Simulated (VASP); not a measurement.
A run of VASP 6.6.1:

The input INCAR:

```
SYSTEM = PmTe
PREC     = Accurate       ! precision mode
ENCUT    = 520            ! plane-wave cutoff, eV
EDIFF    = 1E-7           ! SCF threshold, eV
ISMEAR   = 0              ! smearing method
SIGMA    = 0.05           ! smearing width, eV
LREAL    = .False.        ! projectors in reciprocal space
LASPH    = .True.         ! aspherical terms in the spheres
NELM     = 150            ! most SCF steps
ALGO     = Normal         ! electronic algorithm
ISIF     = 2              ! what is computed and relaxed
LWAVE    = .False.        ! write WAVECAR
LCHARG   = .False.        ! write CHGCAR
ISPIN    = 2              ! spin polarisation
MAGMOM   = 4 -4 0 0       ! initial moments
LORBIT   = 11             ! projections on sites
LMAXMIX  = 6              ! l up to which the mixer works
LDAU     = .True.         ! DFT+U
LDAUTYPE = 2            
LDAUL    = 3 -1           ! shell
LDAUU    = 3 0            ! U, eV
LDAUJ    = 0 0          
LDAUPRINT= 1            
GGA      = PE             ! functional
```

Contents of KPOINTS:

```
Automatic mesh
0
Gamma
  5 5 3
  0 0 0
```

Contents of POSCAR:

```
PmTe
1.0
    4.1812492200      0.0000000000      0.0000000000
   -2.0906246100      3.6210680400      0.0000000000
    0.0000000000      0.0000000000      8.1613841600
Pm Te
2 2
Direct
    0.0000000000      0.0000000000      0.0000000000
    0.0000000000      0.0000000000      0.5000000000
    0.6666666667      0.3333333333      0.2500000000
    0.6666666667      0.3333333333      0.7500000000
```

Potentials or basis: VASP PAW PBE potentials, release 64 (Pm, Te).

Run with:

```sh
$ cat potpaw_PBE.64/Pm/POTCAR potpaw_PBE.64/Te/POTCAR > POTCAR
$ mpirun -np 1 vasp_std > vasp.out
```

Hardware: 1 thread of Intel(R) Xeon(R) 6975P-C (Granite Rapids) (shared host).

Question: How long does it take, and how much memory?

Answer: It took 74 s on 1 thread of Intel(R) Xeon(R) 6975P-C (Granite Rapids), on a shared host, peak memory 0.32 GiB. Counts: scf iterations 26, k points 10.
